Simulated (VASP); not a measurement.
Computed with HSE06 screened hybrid, VASP's PBE PAW potentials (set 64) (plane waves; VASP).

VASP input:

File KPOINTS:
```
Automatic mesh
0
Gamma
1 1 1
0 0 0
```

**INCAR**
```
LREAL=Auto
NELECT=256.0
ENCUT=400   ! plane-wave cut-off (eV)
GGA=PE   ! PBE
PREC=Normal
LWAVE=F
PRECFOCK=Fast
SYSTEM=NSi63
ALGO=Normal   ! blocked Davidson
NELM=50
LASPH=T
EDIFF=1E-5   ! SCF stop (eV)
AEXX=0.25
ISYM=0
ISIF=0
HFSCREEN=0.2   ! 1/Angstrom
SIGMA=0.05   ! width (eV)
LCHARG=F
ISMEAR=0
LHFCALC=T
NELMIN=4
```

### POSCAR
```
NSi63
1
   10.9370747000     0.0000000000     0.0000000000
    0.0000000000    10.9370747000     0.0000000000
    0.0000000000     0.0000000000    10.9370747000
Si N
63 1
Direct
  0.4997994154   0.9995191097   0.9993698134
  0.6247338755   0.1283659197   0.1284092562
  0.7491691700   0.2496849511   0.0001512193
  0.8722815662   0.3760411454   0.1285906226
  0.7490726442   0.0000411036   0.2497642962
  0.8721220740   0.1285976027   0.3760758492
  0.9994634764   0.9993313091   0.9994204288
  0.1253311888   0.1252501192   0.1253366167
  0.2497090221   0.2495770970   0.9986348491
  0.3752452143   0.3751203018   0.1261428614
  0.4992629224   0.4990929997   0.9993841438
  0.6257488358   0.6256338076   0.1262027988
  0.7492299959   0.7491415139   0.9986437070
  0.8753849912   0.8753328964   0.1254164653
  0.2496591659   0.9984582761   0.2496179212
  0.3752672435   0.1258807594   0.3751901942
  0.4999615055   0.2555578055   0.2557656826
  0.6080746375   0.3919028461   0.3920187652
  0.7426929504   0.4991081443   0.2560982597
  0.8747201697   0.6254444912   0.3754240266
  0.4992857769   0.9992515525   0.4992149723
  0.6257936484   0.1259795783   0.6257832108
  0.7426330816   0.2560207325   0.4993135555
  0.8747531232   0.3753196828   0.6255959017
  0.7493044699   0.9984918103   0.7492331815
  0.8754876435   0.1253801660   0.8753884912
  0.9994969995   0.4996661477   0.9993853374
  0.1283867978   0.6246361405   0.1282973766
  0.2498056781   0.7489333121   0.0000351859
  0.3761134110   0.8722005557   0.1284417733
  0.9986446384   0.2495963524   0.2497091404
  0.1262013990   0.3750960732   0.3752358458
  0.2556536522   0.4998680535   0.2556071370
  0.3918843005   0.6081275811   0.3918553857
  0.4992104061   0.7426654951   0.2559831905
  0.6256328128   0.8744976105   0.3754138776
  0.9994149773   0.9995195691   0.4997294516
  0.1285023599   0.1283003083   0.6246827126
  0.2558517090   0.2555463505   0.4999571135
  0.3921390054   0.3919019704   0.6080267540
  0.6087020067   0.6084909905   0.6086220446
  0.7432583703   0.7430408792   0.4995325456
  0.8723793420   0.8721579522   0.6243647650
  0.2498250269   0.0000025739   0.7490164082
  0.3761154646   0.1285782730   0.8721205795
  0.4993270412   0.2560037915   0.7426413630
  0.6256559587   0.3753158593   0.8746653470
  0.7432360693   0.4993800048   0.7431656089
  0.8722685895   0.6243135727   0.8722429298
  0.0000991010   0.7489647523   0.2496910868
  0.1284887563   0.8721934236   0.3760558813
  0.9994555471   0.4990914526   0.4992058089
  0.1262727968   0.6256114798   0.6257391807
  0.2559792904   0.7426840838   0.4991861634
  0.3754863332   0.8745124482   0.6255654191
  0.0002307399   0.2496181323   0.7490299851
  0.1286641196   0.3759777658   0.8722194380
  0.2561788111   0.4990779139   0.7426409652
  0.3755222303   0.6254449061   0.8746372763
  0.4995941389   0.7430672513   0.7431602543
  0.6244512516   0.8721890813   0.8723120480
  0.9986858559   0.7491370320   0.7492026185
  0.1254700235   0.8753222061   0.8753334511
  0.4987831800   0.4987649316   0.4987164595
```

POTCAR, in this order: Si N (PBE.64 set). Program: vasp_gam. Read from the step before: WAVECAR.

**Question.** What will the output report for the number of irreducible k-points (NKPTS), largest plane-wave count, FFT grid (NGX, NGY, NGZ)?

**Answer.** 
```
Quantity                                      Result
--------------------------------------  ------------
number of irreducible k-points (NKPTS)             1
largest plane-wave count                       11924
FFT grid (NGX, NGY, NGZ)                54 × 54 × 54
```

The cell is a supercell with a defect, built from Si (diamond): N_Si, charge +1. The cell's shape comes from a PBE relaxation. The run is not spin-polarised, so no state with unpaired spins was tried.
